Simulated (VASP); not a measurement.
OSZICAR of a VASP run on SrTiO3 (cubic perovskite):

OSZICAR:
```
       N       E                     dE             d eps       ncg     rms          rms(c)
DAV:   1     0.468915914726E+03    0.46892E+03   -0.22055E+04   960   0.189E+03
DAV:   2     0.441672779890E+01   -0.46450E+03   -0.45386E+03  1168   0.509E+02
DAV:   3    -0.391091871973E+02   -0.43526E+02   -0.43479E+02  1368   0.149E+02
DAV:   4    -0.409045960418E+02   -0.17954E+01   -0.17945E+01  1392   0.277E+01
DAV:   5    -0.409521517798E+02   -0.47556E-01   -0.47555E-01  1328   0.365E+00    0.297E+01
DAV:   6    -0.308730867154E+02    0.10079E+02   -0.63681E+01  1392   0.774E+01    0.181E+01
DAV:   7    -0.309345305351E+02   -0.61444E-01   -0.74683E+00  1184   0.221E+01    0.118E+01
DAV:   8    -0.309979239610E+02   -0.63393E-01   -0.17789E+00  1224   0.152E+01    0.323E+00
DAV:   9    -0.309011810471E+02    0.96743E-01   -0.47646E-01  1152   0.757E+00    0.817E-01
DAV:  10    -0.309051113183E+02   -0.39303E-02   -0.10359E-01  1368   0.242E+00    0.703E-01
DAV:  11    -0.308997219984E+02    0.53893E-02   -0.47783E-02  1440   0.180E+00    0.170E-01
DAV:  12    -0.308995248137E+02    0.19718E-03   -0.22824E-03  1248   0.585E-01    0.583E-02
DAV:  13    -0.308995389102E+02   -0.14097E-04   -0.20727E-04  1320   0.120E-01    0.276E-02
DAV:  14    -0.308995416762E+02   -0.27660E-05   -0.30008E-05  1416   0.385E-02    0.115E-02
DAV:  15    -0.308995404376E+02    0.12386E-05   -0.89085E-06  1296   0.297E-02    0.331E-03
DAV:  16    -0.308995405751E+02   -0.13745E-06   -0.10642E-06  1224   0.868E-03    0.330E-03
DAV:  17    -0.308995404352E+02    0.13982E-06   -0.35415E-07  1000   0.814E-03    0.782E-04
DAV:  18    -0.308995404377E+02   -0.24174E-08   -0.50172E-08   528   0.154E-03
   1 F= -.30899540E+02 E0= -.30899540E+02  d E =-.715428E-21
```

Q: Which electronic solver shows in the log?

A: It is blocked Davidson (ALGO = Normal, or the opening steps of other solvers). The INCAR had ALGO = Normal.

Q: Can the final energy be trusted as converged?

A: Self-consistency was reached. It stopped with EDIFF = 1E-7, NELM = 100 (optB86b-vdW, plane waves, VASP's PBE PAW potentials (set 64)).

The compound is SrTiO3 in the cubic perovskite structure, the ideal cubic form; the compound distorts at low or room temperature. This cell is one point of a volume scan, at 0.94 of the reference volume.
